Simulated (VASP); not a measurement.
Data:

```yaml
crystal:
  lattice:
    - [0.00000, 1.72979, 1.72979]
    - [1.72979, 0.00000, 1.72979]
    - [1.72979, 1.72979, 0.00000]
  atoms:
    - { symbol: Ni, position: [0.00000, 0.00000, 0.00000], spin: 0.8 }
```

All values below come from SCAN meta-GGA, VASP's PBE PAW potentials (set 64) (plane waves; VASP). Numerical set-up: 520 eV cut-off, 20×20×20 Γ-centred mesh, tetrahedra with Blöchl corrections, potentials Ni.

**Question.** Give the spin-up energies of bands 1 to 6 at the high-symmetry points, in eV from the Fermi level.

**Answer.** 
```json
[
 {"band": "1", "Γ": "-9.86", "X": "-5.40", "U": "-4.71", "L": "-5.63", "W": "-4.45"},
 {"band": "2", "Γ": "-3.11", "X": "-5.04", "U": "-4.45", "L": "-3.03", "W": "-3.79"},
 {"band": "3", "Γ": "-3.11", "X": "-1.01", "U": "-2.74", "L": "-3.03", "W": "-3.79"},
 {"band": "4", "Γ": "-3.11", "X": "-1.01", "U": "-1.56", "L": "-1.09", "W": "-1.80"},
 {"band": "5", "Γ": "-1.73", "X": "-0.97", "U": "-1.28", "L": "-1.09", "W": "-1.01"},
 {"band": "6", "Γ": "-1.73", "X": "2.39", "U": "5.87", "L": "-0.57", "W": "8.05"}
]
```

**Question.** Give the spin-down energies of bands 1 to 6 at the high-symmetry points, in eV from the Fermi level.

**Answer.** 
```
band       Γ      X      U      L      W
----  ------  -----  -----  -----  -----
1     -10.18  -5.07  -4.23  -4.96  -4.06
2      -1.75  -3.97  -3.55  -2.17  -2.75
3      -1.75  -0.26  -1.68  -2.17  -2.75
4      -1.75   0.60  -0.90  -0.83  -1.16
5      -1.06   0.60   0.29   0.17   0.60
6      -1.06   2.12   6.15   0.17   8.28
```

It has no gap at this level: it comes out as a metal or semimetal.

The compound is Ni in the fcc structure. It was relaxed first, which changed the volume by -5 %.
